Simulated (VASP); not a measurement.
Consider the following.

```xyz
1
Lattice="0.0000 2.7400 2.7400 2.7400 0.0000 2.7400 2.7400 2.7400 0.0000" Properties=species:S:1:pos:R:3 pbc="T T T"
Yb     0.0000     0.0000     0.0000
```

These are PBE GGA with D3 dispersion (zero damping), VASP's PBE PAW potentials (set 64) (plane waves; VASP 6.6.1) values and carry that method's errors. Numerical set-up: 520 eV cut-off, 10×10×10 Γ-centred mesh, first-order Methfessel-Paxton smearing of 0.10 eV, potentials Yb_2.

The 4f electrons are frozen in the core of the lanthanide potential, so 4f levels, which can set the real gap, and their magnetism are missing. Energy and stress use the plane-wave basis of the starting cell.

Task: The ions, cell shape and volume are relaxed. Which structure does the run end with?

Result: 
```xyz
1
Lattice="0.0000 2.6510 2.6510 2.6510 0.0000 2.6510 2.6510 2.6510 0.0000" Properties=species:S:1:pos:R:3 pbc="T T T"
Yb     5.3020     5.3020     5.3020
```
Space group Fm-3m (225), at a tolerance of 0.03 Å.

Task: How do energy and volume change from the first to the last step?

Result: The energy (σ→0) changes by -15.2 meV/atom and the volume by -9.4 %, in 4 ionic steps.

The compound is Yb in the fcc structure. This run relaxes it. Symmetry was kept, so distortions that lower it aren't found.
